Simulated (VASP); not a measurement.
**Pt: single point with PBE**

The system is Pt.

```
Pt
1.0
     0.00000    1.96090    1.96090
     1.96090    0.00000    1.96090
     1.96090    1.96090    0.00000
Pt
1
Direct
  0.00000 0.00000 0.00000
```

| Quantity | Value |
| --- | --- |
| Program | VASP 6.6.1 |
| Task | single point |
| Functional | PBE |
| Potentials or basis | VASP PAW PBE potentials, release 64 (Pt) |
| Cutoff | 520 eV |
| k mesh | 24 × 24 × 24 |
| Occupations | gaussian, width 0.1 eV |
| Spin | no spin polarisation |

```yaml
Pressure: 9.5 GPa
Band_gap_on_the_k_mesh: none (metal or under the smearing width)
```

Levels at points of the mesh, in eV from the Fermi level:
| k point | band 1 | band 2 | band 3 | band 4 | band 5 | band 6 | band 7 | band 8 | band 9 |
| --- | --- | --- | --- | --- | --- | --- | --- | --- | --- |
| (0.00, 0.00, 0.00) | -10.21 | -3.78 | -3.78 | -3.78 | -1.62 | -1.62 | 14.65 | 19.62 | 19.62 |
| (0.50, 0.00, 0.00) | -7.32 | -3.84 | -3.84 | -0.46 | 0.05 | 0.05 | 5.85 | 14.22 | 18.99 |
| (0.50, 0.50, 0.00) | -7.07 | -6.61 | 0.01 | 0.50 | 0.50 | 1.79 | 8.89 | 11.41 | 11.41 |

It took 48 s on 1 thread of Intel(R) Xeon(R) Platinum 8559C (Emerald Rapids), with other jobs on the host, peak memory 0.19 GiB.

The run has no spin-orbit coupling, so splittings on Pt are missing.
